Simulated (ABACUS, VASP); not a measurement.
MnHg: energy against volume and a worked fit

```xyz
2
Lattice="3.3150 0.0000 0.0000 0.0000 3.3150 0.0000 0.0000 0.0000 3.3150" Properties=species:S:1:pos:R:3 pbc="T T T"
Hg    0.0000    0.0000    0.0000
Mn    1.6575    1.6575    1.6575
```

The cell was scaled at fixed shape and fractions and run with ABACUS, PseudoDojo NC SR 0.4.1 PBE standard, plane waves, cutoff 1320 eV; PBE, k mesh 8 × 8 × 8 on the cell of 2 atoms, fermi-dirac occupations of 0.05 eV, collinear spin, ferromagnetic start, no spin-orbit coupling. Energies are those that the program minimises, any entropy of the smearing included. For a metal such a mesh isn't converged to the digits shown. The magnetic state is the one that the start led to, which needn't be the lowest.

| V (Å³/atom) | energy over the lowest row (meV/atom) |
| --- | --- |
| 17.1218 | 27.51 |
| 17.4861 | 13.96 |
| 17.8503 | ? |
| 18.2146 | 0.81 |
| 18.5789 | 0.00 |
| 18.9432 | 2.14 |
| 19.3075 | 7.13 |

Problem. Fit the third-order Birch-Murnaghan form, give V0, B0 and B′, and predict the energy left open.

Solution. With y = (V0/V)^(2/3), E = E0 + (9 V0 B0/16) [(y - 1)³ B′ + (y - 1)² (6 - 4y)]. Least squares through the rows shown give V0 = 18.4905 Å³/atom, E0 = -0.14 meV, B0 = 71.92 GPa (1 eV/Å³ = 160.218 GPa) and B′ = 6.66, with a largest miss of 0.06 meV. At V = 17.8503 the form with these constants gives 5.30 meV; the run gave 5.19 meV an atom. Other set-ups at this level, from all their volumes (Å³/atom, GPa): VASP, PBE PAW files Hg, Mn_pv, 520 eV: V0 18.471, B0 75.56.
